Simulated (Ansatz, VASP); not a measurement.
# SnGeSe3: VASP beside Ansatz, part 2 of 2

Wanted: the spread between two codes on one cell, functional and k mesh. The cell is generated by rule, not measured, and may not be a known phase. The cell is taken from a series of runs on this material, whose earlier steps may have relaxed, scaled, displaced or heated it; both programs get it as it stands.

VASP 6.6.1 and Ansatz 0.2.0.

So far: The starting structure; VASP: zone-centre phonons, LDA.

### 2. VASP: zone-centre phonons, LDA (continued)

Level of this step: LDA; plane waves and PAW (Sn_d, Ge_d, Se); invented cell (VASP).

OUTCAR, selected parts (step 2):

```text
ion  position               nearest neighbor table
   1  0.000  0.000  0.000-
   2  0.500  0.500  0.500-   3 2.45   4 2.45   5 2.45   3 2.45   4 2.45   5 2.45
   3  0.500  0.500  0.000-   2 2.45   2 2.45
   4  0.500  0.000  0.500-   2 2.45   2 2.45
   5  0.000  0.500  0.500-   2 2.45   2 2.45

  LATTYP: Found a simple cubic cell.
 ALAT       =     4.9006332156

 Subroutine GETGRP returns: Found 48 space group operations
 (whereof 48 operations were pure point group operations)

The static configuration has the point symmetry O_h .

 Found     20 irreducible k-points:

   k-points           NKPTS =     20   k-points in BZ     NKDIM =     20   number of bands    NBANDS=     29

   dimension x,y,z NGX =    36 NGY =   36 NGZ =   36
   dimension x,y,z NGXF=    72 NGYF=   72 NGZF=   72

   ENCUT  =  500.0 eV  36.75 Ry    6.06 a.u.   8.93  8.93  8.93*2*pi/ulx,y,z

   NELECT =      46.0000    total number of electrons

 k-points in reciprocal lattice and weights: Automatic mesh
   0.00000000  0.00000000  0.00000000       0.005
   0.16666667  0.00000000  0.00000000       0.028
   0.33333333  0.00000000  0.00000000       0.028
   0.50000000  0.00000000  0.00000000       0.014
   0.16666667  0.16666667  0.00000000       0.056
   0.33333333  0.16666667  0.00000000       0.111
   0.50000000  0.16666667  0.00000000       0.056
   0.33333333  0.33333333  0.00000000       0.056
   0.50000000  0.33333333  0.00000000       0.056
[...]
0.50000000  0.50000000  0.33333333       0.028
   0.50000000  0.50000000  0.50000000       0.005

 average (electrostatic) potential at core
       1-102.2094       2 -75.4574       3 -59.3042       4 -59.3042       5 -59.3042

  Total        0.3135898      0.3135898      0.3135898      0.0000000      0.0000000     -0.0000000
  in kB        4.2688998      4.2688998      4.2688998      0.0000000      0.0000000     -0.0000000
  external PRESSURE =       4.2688998 kB  Pullay stress =       0.0000000 kB

  energy-cutoff  :      500.00
  volume of cell :      117.69
      direct lattice vectors                 reciprocal lattice vectors
     4.900633216  0.000000000  0.000000000     0.204055263  0.000000000  0.000000000
     0.000000000  4.900633216  0.000000000     0.000000000  0.204055263  0.000000000
     0.000000000  0.000000000  4.900633216     0.000000000  0.000000000  0.204055263

 POSITION                                       TOTAL-FORCE (eV/Angst)
 -----------------------------------------------------------------------------------
      0.00000      0.00000      0.00000         0.000000      0.000000      0.000000
      2.45032      2.45032      2.45032         0.000000      0.000000      0.000000
      2.45032      2.45032      0.00000         0.000000      0.000000      0.000000
      2.45032      0.00000      2.45032         0.000000      0.000000      0.000000
      0.00000      2.45032      2.45032         0.000000      0.000000      0.000000
 -----------------------------------------------------------------------------------
    total drift:                                0.000000      0.000000      0.000000

 Eigenvectors and eigenvalues of the dynamical matrix
 ----------------------------------------------------

   1 f  =    6.678417 THz    41.961734 2PiTHz  222.768028 cm-1    27.619703 meV
             X         Y         Z           dx          dy          dz
      0.000000  0.000000  0.000000     0.000000   -0.000000    0.021259
      2.450317  2.450317  2.450317     0.000000   -0.000000    0.573363
      2.450317  2.450317  0.000000     0.000000   -0.000000   -0.803360
      2.450317  0.000000  2.450317     0.000000    0.000000    0.112731
      0.000000  2.450317  2.450317    -0.000000   -0.000000    0.112731

   2 f  =    6.678417 THz    41.961734 2PiTHz  222.768028 cm-1    27.619703 meV
             X         Y         Z           dx          dy          dz
      0.000000  0.000000  0.000000    -0.019872    0.007552    0.000000
      2.450317  2.450317  2.450317    -0.535965    0.203682    0.000000
      2.450317  2.450317  0.000000    -0.105378    0.040047   -0.000000
      2.450317  0.000000  2.450317    -0.105378   -0.285386    0.000000
      0.000000  2.450317  2.450317     0.750961    0.040047    0.000000

   3 f  =    6.678417 THz    41.961734 2PiTHz  222.768028 cm-1    27.619703 meV
             X         Y         Z           dx          dy          dz
      0.000000  0.000000  0.000000    -0.007552   -0.019872    0.000000
      2.450317  2.450317  2.450317    -0.203682   -0.535965   -0.000000
      2.450317  2.450317  0.000000    -0.040047   -0.105378   -0.000000
      2.450317  0.000000  2.450317    -0.040047    0.750961    0.000000
      0.000000  2.450317  2.450317     0.285386   -0.105378   -0.000000

   4 f  =    0.020348 THz     0.127852 2PiTHz    0.678745 cm-1     0.084154 meV
             X         Y         Z           dx          dy          dz
      0.000000  0.000000  0.000000     0.478962    0.182170    0.137203
      2.450317  2.450317  2.450317     0.364176    0.138512    0.104322
      2.450317  2.450317  0.000000     0.391686    0.148975    0.109575
      2.450317  0.000000  2.450317     0.391686    0.145487    0.112202
      0.000000  2.450317  2.450317     0.382515    0.148975    0.112202

   5 f  =    0.020348 THz     0.127852 2PiTHz    0.678745 cm-1     0.084154 meV
             X         Y         Z           dx          dy          dz
      0.000000  0.000000  0.000000    -0.150662    0.492338   -0.127748
      2.450317  2.450317  2.450317    -0.114555    0.374346   -0.097133
      2.450317  2.450317  0.000000    -0.123209    0.402624   -0.102024
      2.450317  0.000000  2.450317    -0.123209    0.393197   -0.104470
      0.000000  2.450317  2.450317    -0.120324    0.402624   -0.104470

   6 f  =    0.020348 THz     0.127852 2PiTHz    0.678745 cm-1     0.084154 meV
             X         Y         Z           dx          dy          dz
      0.000000  0.000000  0.000000    -0.171206    0.076374    0.496257
      2.450317  2.450317  2.450317    -0.130175    0.058070    0.377326
      2.450317  2.450317  0.000000    -0.140009    0.062457    0.396327
      2.450317  0.000000  2.450317    -0.140009    0.060995    0.405829
      0.000000  2.450317  2.450317    -0.136731    0.062457    0.405829

   7 f/i=    1.350229 THz     8.483741 2PiTHz   45.038804 cm-1     5.584097 meV
             X         Y         Z           dx          dy          dz
      0.000000  0.000000  0.000000    -0.364629    0.412435    0.043116
      2.450317  2.450317  2.450317     0.446083   -0.504568   -0.052748
      2.450317  2.450317  0.000000    -0.118893    0.134480   -0.032560
      2.450317  0.000000  2.450317    -0.118893   -0.311458    0.014059
      0.000000  2.450317  2.450317     0.275356    0.134480    0.014059

   8 f/i=    1.350229 THz     8.483741 2PiTHz   45.038804 cm-1     5.584097 meV
             X         Y         Z           dx          dy          dz
      0.000000  0.000000  0.000000     0.414643    0.361831    0.045434
      2.450317  2.450317  2.450317    -0.507270   -0.442661   -0.055584
      2.450317  2.450317  0.000000     0.135201    0.117981   -0.034311
      2.450317  0.000000  2.450317     0.135201   -0.273244    0.014815
      0.000000  2.450317  2.450317    -0.313126    0.117981    0.014815

   9 f/i=    1.350229 THz     8.483741 2PiTHz   45.038804 cm-1     5.584097 meV
             X         Y         Z           dx          dy          dz
      0.000000  0.000000  0.000000     0.005683    0.062378   -0.548627
      2.450317  2.450317  2.450317    -0.006952   -0.076312    0.671185
      2.450317  2.450317  0.000000     0.001853    0.020339    0.414306
      2.450317  0.000000  2.450317     0.001853   -0.047106   -0.178888
      0.000000  2.450317  2.450317    -0.004291    0.020339   -0.178888

  10 f/i=    2.272925 THz    14.281212 2PiTHz   75.816631 cm-1     9.400060 meV
             X         Y         Z           dx          dy          dz
      0.000000  0.000000  0.000000    -0.000000    0.000000    0.000000
      2.450317  2.450317  2.450317     0.000000    0.000000    0.000000
      2.450317  2.450317  0.000000     0.020466    0.054514    0.000000
      2.450317  0.000000  2.450317    -0.020466   -0.000000    0.704705
      0.000000  2.450317  2.450317     0.000000   -0.054514   -0.704705

  11 f/i=    2.272925 THz    14.281212 2PiTHz   75.816631 cm-1     9.400060 meV
             X         Y         Z           dx          dy          dz
      0.000000  0.000000  0.000000    -0.000000   -0.000000    0.000000
      2.450317  2.450317  2.450317     0.000000    0.000000   -0.000000
      2.450317  2.450317  0.000000     0.249610    0.659018   -0.000000
      2.450317  0.000000  2.450317    -0.249610    0.000000   -0.058229
      0.000000  2.450317  2.450317     0.000000   -0.659018    0.058229

  12 f/i=    2.272925 THz    14.281212 2PiTHz   75.816631 cm-1     9.400060 meV
             X         Y         Z           dx          dy          dz
      0.000000  0.000000  0.000000     0.000000    0.000000   -0.000000
      2.450317  2.450317  2.450317    -0.000000    0.000000    0.000000
      2.450317  2.450317  0.000000     0.661269   -0.250447    0.000000
      2.450317  0.000000  2.450317    -0.661269    0.000000    0.000169
      0.000000  2.450317  2.450317     0.000000    0.250447   -0.000169

  13 f/i=    3.337044 THz    20.967267 2PiTHz  111.311811 cm-1    13.800899 meV
             X         Y         Z           dx          dy          dz
      0.000000  0.000000  0.000000     0.055278   -0.002208   -0.640435
      2.450317  2.450317  2.450317     0.019647   -0.000785   -0.227629
      2.450317  2.450317  0.000000    -0.044407    0.001774   -0.035017
      2.450317  0.000000  2.450317    -0.044407   -0.000121    0.514488
      0.000000  2.450317  2.450317     0.003022    0.001774    0.514488

  14 f/i=    3.337044 THz    20.967267 2PiTHz  111.311811 cm-1    13.800899 meV
             X         Y         Z           dx          dy          dz
      0.000000  0.000000  0.000000    -0.639463    0.035278   -0.055315
      2.450317  2.450317  2.450317    -0.227283    0.012539   -0.019661
      2.450317  2.450317  0.000000     0.513707   -0.028340   -0.003024
      2.450317  0.000000  2.450317     0.513707    0.001929    0.044437
      0.000000  2.450317  2.450317    -0.034963   -0.028340    0.044437

  15 f/i=    3.337044 THz    20.967267 2PiTHz  111.311811 cm-1    13.800899 meV
             X         Y         Z           dx          dy          dz
      0.000000  0.000000  0.000000    -0.035337   -0.641847   -0.000837
      2.450317  2.450317  2.450317    -0.012560   -0.228131   -0.000298
      2.450317  2.450317  0.000000     0.028387    0.515622   -0.000046
      2.450317  0.000000  2.450317     0.028387   -0.035094    0.000673
      0.000000  2.450317  2.450317    -0.001932    0.515622    0.000673

 ELASTIC MODULI CONTR FROM IONIC RELAXATION (kBar)
 Direction    XX          YY          ZZ          XY          YZ          ZX
 --------------------------------------------------------------------------------
 XX           0.0000      0.0000      0.0000      0.0000      0.0000      0.0000
 YY           0.0000      0.0000      0.0000      0.0000      0.0000      0.0000
 ZZ           0.0000      0.0000      0.0000      0.0000      0.0000      0.0000
 XY           0.0000      0.0000      0.0000      0.0000      0.0000      0.0000
 YZ           0.0000      0.0000      0.0000      0.0000      0.0000      0.0000
 ZX           0.0000      0.0000      0.0000      0.0000      0.0000      0.0000
 --------------------------------------------------------------------------------
```

### 3. Ansatz: zone-centre phonons, LDA

Ansatz runs on norm-conserving files, of PseudoDojo where its log says so.

The same cell, functional (in two slightly different forms), mesh and smearing now go to Ansatz, which takes its cutoff from its data sets.

File input.yaml:

```yaml
crystal:
  lattice:
    - [4.9006332156, 0.0, 0.0]
    - [0.0, 4.9006332156, 0.0]
    - [0.0, 0.0, 4.9006332156]
  atoms:
    - { symbol: Sn, position: [0.0, 0.0, 0.0] }
    - { symbol: Ge, position: [0.5, 0.5, 0.5] }
    - { symbol: Se, position: [0.5, 0.5, 0.0] }
    - { symbol: Se, position: [0.5, 0.0, 0.5] }
    - { symbol: Se, position: [0.0, 0.5, 0.5] }
kpoints:
  mp_grid: { grid: [6, 6, 6] }
hamiltonian:
  xc: lda
  pseudopotentials: { kind: nc, accuracy: standard }
scf:
  occupations: { method: methfessel_paxton, width: 0.27211 }
output:
  eigenvalues: true
phonons:
  method: dfpt
```

Command:

```sh
ansatz run input.yaml --threads 4 --pin off --max-ram 8192MiB --backend cpu --events-out ev --progress --plain --runs-dir out
```

Output:

```text
zone centre: on kpoints.mp_grid the ground state, and the responses unless they are solved on pairs of k-points, stand on 64 of the mesh's 216 k-points, reduced under 8 symmetry operations, with k and −k counted as one. Each operation leaves every solved displacement unchanged or reverses it
Engine: ansatz 0.2.0, aarch64-unknown-linux-gnu
Pseudopotentials: kind: nc
Pseudopotential: Sn, nc, valence charge 14, recommended cutoff 979.609905 eV (normal), Sn.nc.azcp (PseudoDojo's, or run here from an input of PseudoDojo's; its table is named by hamiltonian.pseudopotentials.accuracy)
Pseudopotential: Ge, nc, valence charge 14, recommended cutoff 1061.244064 eV (normal), Ge.nc.azcp (PseudoDojo's, or run here from an input of PseudoDojo's; its table is named by hamiltonian.pseudopotentials.accuracy)
Pseudopotential: Se, nc, valence charge 16, recommended cutoff 1170.089609 eV (normal), Se.nc.azcp (PseudoDojo's, or run here from an input of PseudoDojo's; its table is named by hamiltonian.pseudopotentials.accuracy)
Functional definition: SPW92
  exchange = slater_x
  correlation = pw_c
Crystal: 5 atoms, lattice volume = 117.695 Å³
Basis set: ecut = 1170.089609 eV, 10779 PW (Γ), exchange–correlation on 120×120×120 points (8 copies of the dense FFT grid, shifted against one another)
Bands: 46, of which v1, the nominal top of the filled ones, is band 38 counted from 1 (37 counted from 0)
Symmetry: 48 space group operations
k-points: 64 of 216 (irreducible under 8 space group operations)
Non-local potential: Sn, projectors of the file, l = 0: 2, l = 1: 2, l = 2: 2
Non-local potential: Ge, projectors of the file, l = 0: 2, l = 1: 2, l = 2: 2
Non-local potential: Se, projectors of the file, l = 0: 2, l = 1: 2, l = 2: 2
Initial density: superposition of atomic densities (chi_scale 0.1, normalization cell, long waves kept (reshape's long-wave potential 0.01 eV rms))
Initial wavefunctions: pseudopotential atomic-orbital guess
Functional: x = slater, c = lda
SCF iter   1: F=—  HF=-14458.922011 eV  |F-HF|=—  |Δ(HF+E_count)|=         —  Δρ=3.19e-2  dr2=1.25e0  ethr=3.10e-3  ⟨swp⟩=7.0  Hψ=11317  notcnv=0
preconditioner: auto → Kerker (q_TF=auto, 2.536 Å⁻¹)  [metal: Δε(μ)=0.033 eV  Ē_g=9.508 eV  σ=0.272 eV  W_gap=0.10  n_scr=26 (ndim 8)  ℏωp=17.5 eV  f_vac=0.000  D(μ)=3.73/eV (n_scr^D=26)]
SCF iter   2: F=—  HF=-14458.537700 eV  |F-HF|=—  |Δ(HF+E_count)|=   3.84e-1  S|Δr|=    0.00e0  Δρ=1.64e-2  dr2=3.33e-1  ethr=1.64e-3  ⟨swp⟩=1.1  Hψ=3466  notcnv=0
SCF iter   3: F=—  HF=-14458.420903 eV  |F-HF|=—  |Δ(HF+E_count)|=   1.17e-1  S|Δr|=    0.00e0  Δρ=3.63e-3  dr2=1.58e-2  ethr=4.38e-4  ⟨swp⟩=3.0  Hψ=5949  notcnv=0
SCF iter   4: F=—  HF=-14458.418595 eV  |F-HF|=—  |Δ(HF+E_count)|=   2.31e-3  S|Δr|=    0.00e0  Δρ=1.75e-3  dr2=3.54e-3  ethr=2.08e-5  ⟨swp⟩=2.0  Hψ=4225  notcnv=0  defer=27
SCF iter   5: F=—  HF=-14458.417523 eV  |F-HF|=—  |Δ(HF+E_count)|=   1.07e-3  S|Δr|=    0.00e0  Δρ=6.96e-4  dr2=4.82e-4  ethr=4.65e-6  ⟨swp⟩=2.0  Hψ=3814  notcnv=0  defer=33
SCF iter   6: F=—  HF=-14458.417353 eV  |F-HF|=—  |Δ(HF+E_count)|=   1.70e-4  S|Δr|=    0.00e0  Δρ=7.19e-5  dr2=6.45e-6  ethr=6.34e-7  ⟨swp⟩=2.2  Hψ=4251  notcnv=0  defer=33
SCF iter   7: F=—  HF=-14458.417163 eV  |F-HF|=—  |Δ(HF+E_count)|=   1.90e-4  S|Δr|=    0.00e0  Δρ=2.23e-5  dr2=6.27e-7  ethr=8.49e-9  ⟨swp⟩=2.1  Hψ=4385  notcnv=0  defer=51
SCF iter   8: F=—  HF=-14458.417163 eV  |F-HF|=—  |Δ(HF+E_count)|=   5.32e-8  S|Δr|=    0.00e0  Δρ=5.60e-6  dr2=4.80e-8  ethr=8.25e-10  ⟨swp⟩=1.4  Hψ=2898  notcnv=0  defer=51
SCF iter   9: F=—  HF=-14458.417163 eV  |F-HF|=—  |Δ(HF+E_count)|=   3.21e-9  S|Δr|=    0.00e0  Δρ=1.82e-6  dr2=4.06e-9  ethr=6.32e-11  ⟨swp⟩=2.0  Hψ=3129  notcnv=0  defer=51
SCF iter  10: F=—  HF=-14458.417163 eV  |F-HF|=—  |Δ(HF+E_count)|=  3.95e-10  S|Δr|=    0.00e0  Δρ=3.94e-7  dr2=1.40e-10  ethr=5.35e-12  ⟨swp⟩=2.0  Hψ=4067  notcnv=0  defer=51
SCF iter  11: F=-14458.417163 eV  HF=-14458.417163 eV  |F-HF|=3.64e-12  |Δ(HF+E_count)|=  1.46e-11  S|Δr|=    0.00e0  Δρ=7.84e-8  dr2=5.86e-12  ethr=1.00e-12  ⟨swp⟩=14.3  Hψ=18966  notcnv=0
SCF 1 converged in 11 iterations: F = -14458.417163 eV  dr2 = 5.86e-12
DFPT response loops at Γ: preconditioner auto → Kerker (q_TF=auto, 2.536 Å⁻¹) (partly filled bands, converged f_vac=0.004); β = 1.00, the filter's whole step (`scf.mixing.beta` (0.50) is not read by the response loops under this deck's `scf.mixing.preconditioner`; to damp them name `kerker` or `kerker_dos`, under which they read `scf.mixing.beta`, and type it under 1.00, their step now; both keys bind the ground state too); Broyden in place of MSR1
SCF converged after 11 iterations
Stability not checked: this state was not tested for a lower state beside it, because cold or Methfessel-Paxton smearing, or corrected tetrahedra, fill the levels in a way that the test cannot read (fill_not_monotonic; see scf.lower_state_search)
Free energy (F): -14458.417163 eV
Harris-Foulkes:  -14458.417163 eV  (|F-HF|=3.64e-12)
Internal energy: -14458.389191 eV  (E = F + TS)
E sigma→0 (E₀):  -14458.410170 eV
Entropy (-TS):   -0.027972 eV (-5.594 meV/atom)
Fermi energy:    9.570017 eV
Step filling:    the computed levels leave a gap of 0.0499 eV = 0.2 smearing widths at the electron count; against every level under it full and every level over it empty, smearing changes F+E_penalty+E_count by -11.230 meV and its σ→0 estimate by -4.237 meV
--- Per-component energies (eV) ---
  E_band       = -1315.688466
  E_kinetic    = 9494.767342
  E_local      = -11041.057718  (includes V_loc(G=0)·N_el)
  E_nonlocal   = -6025.825175
  E_hartree    = 4187.203553
  E_xc         = -3122.052193
  E_vxc        = -2117.979903  (∫ρ·V_xc dr)
  E_ewald      = -7951.424999
  E_smearing   = -0.027972  (= −TS)
  E_closure    = -0.000000  (closes the sum)
  Σ components = -14458.417163   (vs F -14458.417163, Δ=0.00e0)
--- Band table (eV; the first three rows and the last of 64) ---
  k-point 0: bands = [... 34 lower, 8.1172, 8.1172, 8.5244, 8.5244, 8.5244, 13.1202, 13.1202, 13.1202, ... 4 higher]
  k-point 1: bands = [... 34 lower, 7.8973, 8.3347, 8.4714, 8.4714, 8.7281, 12.2856, 12.7708, 12.7708, ... 4 higher]
  k-point 2: bands = [... 34 lower, 7.3070, 8.0074, 8.6021, 8.6021, 9.9831, 10.8683, 12.2098, 12.2098, ... 4 higher]
  k-point 63: bands = [... 34 lower, 8.5846, 10.1312, 10.1312, 10.1312, 11.4891, 11.4891, 11.4891, 13.2257, ... 4 higher]
--- Phonons (Γ-DFPT): 4 representative perturbations + reference, on 64 of 216 k-points (Σ response iterations 12) ---
  k mesh reduced under 8 symmetry operations, with k and −k counted as one. Each operation leaves every solved displacement unchanged or reverses it
  ASR residual: 6.500e-4 → 0.000e0 eV/Å²; symmetrization residual: 2.938e-4 eV/Å²
  ASR residual per site (eV/Å²): 6.50e-4 4.36e-4 2.65e-4 2.65e-4 2.65e-4
  Γ frequencies (cm⁻¹): -112.69 -112.69 -112.69 -79.70 -79.70 -79.70 -43.34 -43.34 -43.34 0.00 0.00 0.00 218.20 218.20 218.20
  non-analytic LO–TO correction: not included (Born effective charges unavailable; polar crystals: no LO–TO splitting at Γ)
```

### 4. Side by side

Known differences besides the potentials themselves: the two LDA forms differ slightly; the data sets hold 76 valence electrons in Ansatz (on norm-conserving files, of PseudoDojo where its log says so) and 46 in VASP; the cutoff is 1170.09 eV in Ansatz and 500 eV in VASP; VASP's log shows a relativistic correction to its local exchange, Ansatz's none. Total energies have different zeros and are not compared.

The two programs side by side:

```tsv
quantity	Ansatz	VASP	difference
optical mode 1 to 3 (imaginary, printed as negative) (cm⁻¹)	-112.7	-111.3	-1.4
optical mode 4 to 6 (imaginary, printed as negative) (cm⁻¹)	-79.7	-75.8	-3.9
optical mode 7 to 9 (imaginary, printed as negative) (cm⁻¹)	-43.3	-45.0	+1.7
optical mode 10 to 12 (cm⁻¹)	218.2	222.8	-2.05 %
```

Modes are paired by rising frequency, not by their patterns, so a pair may set unlike modes beside each other; they are those without the splitting of longitudinal modes.

### 5. Outcome

| Property | Result |
| --- | --- |
| r.m.s. difference of the optical zone-centre modes, each program's sorted by frequency (zone-centre phonons, LDA) | 3.2 cm⁻¹ |
| difference in optical mode 10 to 12 (zone-centre phonons, LDA) | -2.1 % |

In words: The r.m.s. difference of the optical zone-centre modes, each program's sorted by frequency is 3.2 cm⁻¹ (zone-centre phonons, LDA). The data sets hold unlike numbers of valence electrons (76 in Ansatz and 46 in VASP), so part of the differences comes from the potentials. Among the rows given in per cent, the largest difference of the zone-centre phonons, LDA pair is in optical mode 10 to 12, -2.1 %. Such differences can come from data sets, numerical settings and the points named under the comparisons, not from the functional's error against experiment.

[Lines on the potential files, build, host, timing and source positions are cut from VASP's logs without a mark.]

[Logs are printed without paths, hosts, clocks, repeated set-up lines and the standing remarks that a program may print on its own settings, such as how far it seeks lower states.]

[Hosts, paths, dates, database ids (printed as entryN), source tags and the programs' standing remarks are cut or masked in the printed files.]
